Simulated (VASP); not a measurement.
# LiY3 (Pm-3m) in VASP: further runs

The runs below take LiY3 through single point, with r2SCAN.

Program: VASP 6.6.1. These are calculated values, not measurements. Logs are shortened: lines on timing, memory, paths and dates and some standing lists are left out, and cuts for length are marked.

### Step 1. The structure

The structure is cubic, space group Pm-3m (No. 221). The conventional cell has a = 4.887 Å, b = 4.887 Å, c = 4.887 Å, α = 90.00°, β = 90.00°, γ = 90.00°. Li (site symmetry m-3m) is surrounded by 12 Y at 3.46 Å. Around Y (site symmetry 4/mmm) lie 4 Li at 3.46 Å and 8 Y at 3.46 Å.

The cell comes from a database or a generator and needn't be the stable form of this composition.

### Step 2. Single point, r2SCAN

Contents of POSCAR:

```
LiY3
1.0
    4.8866908172      0.0000000000      0.0000000000
    0.0000000000      4.8866908172      0.0000000000
    0.0000000000      0.0000000000      4.8866908172
Li Y
1 3
Direct
    0.0000000000      0.0000000000      0.0000000000
    0.5000000000      0.5000000000      0.0000000000
    0.5000000000      0.0000000000      0.5000000000
    0.0000000000      0.5000000000      0.5000000000
```

Contents of INCAR.step1:

```
  PREC = Accurate
  ENCUT = 520
  ISMEAR = -1
  SIGMA = 0.01
  LREAL = F
  LASPH = T
  NELM = 100
  NBANDS = 26
  GGA = PE
  ALGO = Normal
  EDIFF = 1E-4
  LWAVE = T
  LCHARG = F
```

Contents of INCAR.step2:

```
  PREC = Accurate
  ENCUT = 520
  EDIFF = 1E-7
  ISMEAR = -1
  SIGMA = 0.01
  LREAL = F
  LASPH = T
  NELM = 100
  ALGO = Normal
  ISIF = 2
  LWAVE = F
  LCHARG = F
  METAGGA = R2SCAN
  LMIXTAU = T
  NBANDS = 26
  ISTART = 1
```

Contents of KPOINTS:

```
regular mesh
0
Gamma
  5 5 5
```

Potentials or basis: VASP PAW PBE potentials, release 64 (Li_sv, Y_sv).

Run with:

```console
$ cat potpaw_PBE.64/Li_sv/POTCAR potpaw_PBE.64/Y_sv/POTCAR > POTCAR
$ cp INCAR.step1 INCAR
$ mpirun -np 1 vasp_std > vasp.out
$ cp INCAR.step2 INCAR
$ mpirun -np 1 vasp_std > vasp.out
```

OUTCAR:

```text
PREC = Accurate
   ENCUT = 520
   EDIFF = 1E-7
   ISMEAR = -1
   LREAL = F
   LASPH = T
   NELM = 100
   ISIF = 2
   METAGGA = R2SCAN
   ISTART = 1

 ion  position               nearest neighbor table
   1  0.000  0.000  0.000-   2 3.46   3 3.46   4 3.46   3 3.46   4 3.46   2 3.46   4 3.46   4 3.46
                             2 3.46   3 3.46   3 3.46   2 3.46
   2  0.500  0.500  0.000-   1 3.46   3 3.46   4 3.46   3 3.46   4 3.46   1 3.46   3 3.46   3 3.46
                             1 3.46   4 3.46   4 3.46   1 3.46
   3  0.500  0.000  0.500-   1 3.46   2 3.46   4 3.46   1 3.46   2 3.46   2 3.46   4 3.46   2 3.46
                             1 3.46   4 3.46   1 3.46   4 3.46
   4  0.000  0.500  0.500-   1 3.46   2 3.46   3 3.46   1 3.46   2 3.46   1 3.46   3 3.46   1 3.46
                             2 3.46   3 3.46   2 3.46   3 3.46

  LATTYP: Found a simple cubic cell.
 ALAT       =     4.8866908172

  Lattice vectors:

 A1 = (   4.8866908172,   0.0000000000,   0.0000000000)
 A2 = (   0.0000000000,   4.8866908172,   0.0000000000)
 A3 = (   0.0000000000,   0.0000000000,   4.8866908172)

Analysis of symmetry for initial positions (statically):
=====================================================================
 Subroutine PRICEL returns:
 Original cell was already a primitive cell.

 Routine SETGRP: Setting up the symmetry group for a
 simple cubic supercell.

 Subroutine GETGRP returns: Found 48 space group operations
 (whereof 48 operations were pure point group operations)
 out of a pool of 48 trial point group operations.

The static configuration has the point symmetry O_h .

Analysis of symmetry for dynamics (positions and initial velocities):
=====================================================================
 Subroutine PRICEL returns:
 Original cell was already a primitive cell.

 Routine SETGRP: Setting up the symmetry group for a
 simple cubic supercell.

 Subroutine GETGRP returns: Found 48 space group operations
 (whereof 48 operations were pure point group operations)
 out of a pool of 48 trial point group operations.

The dynamic configuration has the point symmetry O_h .

 Subroutine INISYM returns: Found 48 space group operations
 (whereof 48 operations are pure point group operations),
 and found     1 'primitive' translations

----------------------------------------------------------------------------------------
[... 80 lines left out ...]
   ENCUT  =  520.0 eV  38.22 Ry    6.18 a.u.   9.09  9.09  9.09*2*pi/ulx,y,z
   NELM   =    100;   NELMIN=  2; NELMDL=  0     # of ELM steps
   EDIFF  = 0.1E-06   stopping-criterion for ELM
   LREAL  =      F    real-space projection
   EDIFFG = 0.1E-05   stopping-criterion for IOM
   NSW    =      0    number of steps for IOM
   IBRION =     -1    ionic relax: 0-MD 1-quasi-New 2-CG
   NFREE  =      0    steps in history (QN), initial steepest desc. (CG)
   ISIF   =      2    stress and relaxation
   ISYM   =      2    0-nonsym 1-usesym 2-fastsym
   POTIM  = 0.5000    time-step for ionic-motion
   TEBEG  =    0.0;   TEEND  =   0.0 temperature during run
   PSTRESS=    0.0 pullay stress
   NELECT =      36.0000    total number of electrons
   NUPDOWN=      -1.0000    fix difference up-down
   EMIN   =  10.00;   EMAX   =-10.00  energy-range for DOS
   EFERMI =   0.00;   METHOD = LEGACY
   ISMEAR =    -1;   SIGMA  =   0.01  broadening in eV -4-tet -1-fermi 0-gaus
   EFERMI_NEDOS =   21; number of points for ismear=-14 and -15
   IALGO  =     38    algorithm
   IMIX   =      4    mixing-type and parameters
     AMIX     =   0.40;   BMIX     =  1.00
     AMIX_MAG =   1.60;   BMIX_MAG =  1.00
  volume/ion in A,a.u.               =      29.17       196.87
  Fermi-wavevector in a.u.,A,eV,Ry     =   1.106184  2.090385 16.648682  1.223644
  Thomas-Fermi vector in A             =   2.242682
   LORBIT       =      0    0 simple, 1 ext, 2 COOP (PROOUT), +10 PAW based schemes
   METAGGA = R2SCAN    functional components
   LHFCALC =     F    Hartree Fock is set to
   AEXX    =    0.0000 exact exchange contribution
   IVDW    =     0    specifies the selected vdW correction
   LEPSILON=     F    determine dielectric tensor
   LRPA    =     F    only Hartree local field effects (RPA)
 non-spin polarized calculation
  energy-cutoff  :      520.00
  volume of cell :      116.69
 maximum number of plane-waves:      3153
   NGX = 19   NGY = 19   NGZ = 19

 number of electron      35.9999997 magnetization

 Free energy of the ion-electron system (eV)
  ---------------------------------------------------
  ext. energy  EPLUGINS =         0.00000000
  ---------------------------------------------------
  free energy    TOTEN  =       -62.27451379 eV

  energy without entropy =      -62.27035302  energy(sigma->0) =      -62.27243341

 E-fermi :   2.6918     XC(G=0):  -9.7132

 val. band max:        2.6908591589   @ k =   0.4000   0.0000   0.0000
 cond. band min:       2.6919186277   @ k =   0.4000   0.4000   0.2000
 fundamental gap:      0.0010594688
 Fermi energy:         2.6917740661

 k-point     1 :       0.0000    0.0000    0.0000
  band No.  band energies     occupation
      1     -44.1099      2.00000
      2     -41.6487      2.00000
      3     -41.5399      2.00000
      4     -41.5399      2.00000
      5     -21.2276      2.00000
      6     -21.2276      2.00000
[... 279 lines left out ...]
     25       5.8224      0.00000
     26       5.8380      0.00000

------------------------ aborting loop because EDIFF is reached ----------------------------------------

  FORCE on cell =-STRESS in cart. coord.  units (eV):
  Direction    XX          YY          ZZ          XY          YZ          ZX
  --------------------------------------------------------------------------------------
  -------------------------------------------------------------------------------------
  Total        0.8314883      0.8314883      0.8314883      0.0000000      0.0000000     -0.0000000
  in kB       11.4162156     11.4162156     11.4162156      0.0000000      0.0000000     -0.0000000
  external PRESSURE =      11.4162156 kB  Pullay stress =       0.0000000 kB

 VOLUME and BASIS-vectors are now :
 -----------------------------------------------------------------------------
  energy-cutoff  :      520.00
  volume of cell :      116.69
      direct lattice vectors                 reciprocal lattice vectors
     4.886690817  0.000000000  0.000000000     0.204637461  0.000000000  0.000000000
     0.000000000  4.886690817  0.000000000     0.000000000  0.204637461  0.000000000
     0.000000000  0.000000000  4.886690817     0.000000000  0.000000000  0.204637461

 POSITION                                       TOTAL-FORCE (eV/Angst)
 -----------------------------------------------------------------------------------
      0.00000      0.00000      0.00000         0.000000      0.000000      0.000000
      2.44335      2.44335      0.00000         0.000000      0.000000      0.000000
      2.44335      0.00000      2.44335         0.000000      0.000000      0.000000
      0.00000      2.44335      2.44335         0.000000      0.000000      0.000000
 -----------------------------------------------------------------------------------
    total drift:                                0.000000      0.000000      0.000000

  FREE ENERGIE OF THE ION-ELECTRON SYSTEM (eV)
  ---------------------------------------------------
  free  energy   TOTEN  =       -62.2745137899 eV

  energy  without entropy=      -62.2703530248  energy(sigma->0) =      -62.27243341
```

OSZICAR.step1:

```text
N       E                     dE             d eps       ncg     rms          rms(c)
DAV:   1     0.183061497247E+03    0.18306E+03   -0.16873E+04   520   0.132E+03
DAV:   2    -0.228020022160E+01   -0.18534E+03   -0.18058E+03   620   0.320E+02
DAV:   3    -0.205534931275E+02   -0.18273E+02   -0.18034E+02   962   0.562E+01
DAV:   4    -0.214324232918E+02   -0.87893E+00   -0.87648E+00   712   0.149E+01
DAV:   5    -0.214698521387E+02   -0.37429E-01   -0.37421E-01   822   0.253E+00    0.366E+01
DAV:   6    -0.204782284173E+02    0.99162E+00   -0.25039E+00   546   0.537E+00    0.220E+01
DAV:   7    -0.204319604777E+02    0.46268E-01   -0.17867E+00   814   0.495E+00    0.318E+00
DAV:   8    -0.204253147525E+02    0.66457E-02   -0.20107E-01   688   0.178E+00    0.107E+00
DAV:   9    -0.204233992986E+02    0.19155E-02   -0.23478E-02   740   0.864E-01    0.271E-01
DAV:  10    -0.204234290786E+02   -0.29780E-04   -0.19451E-03   800   0.197E-01    0.616E-02
DAV:  11    -0.204234175803E+02    0.11498E-04   -0.76290E-05   378   0.546E-02
   1 F= -.20423418E+02 E0= -.20422612E+02  d E =-.161059E-02
```

Run time: 1.9 min. Hardware: 1 thread of AMD EPYC 9R45 (Zen 5), shared host; peak memory 0.2 GiB.

What came out:

```yaml
Free_energy: -62.2745 eV
Band_gap_on_the_k_mesh: none (metal or under the smearing width)
```

Caveat: the cutoff is under 1.25 times the usual one of these potentials, so pressure, stress and relaxed cells hold a basis-set (Pulay) error; the PAW data sets were made with another functional, which shifts forces and pressure a little.

(Part 1 of 2 ends here.)
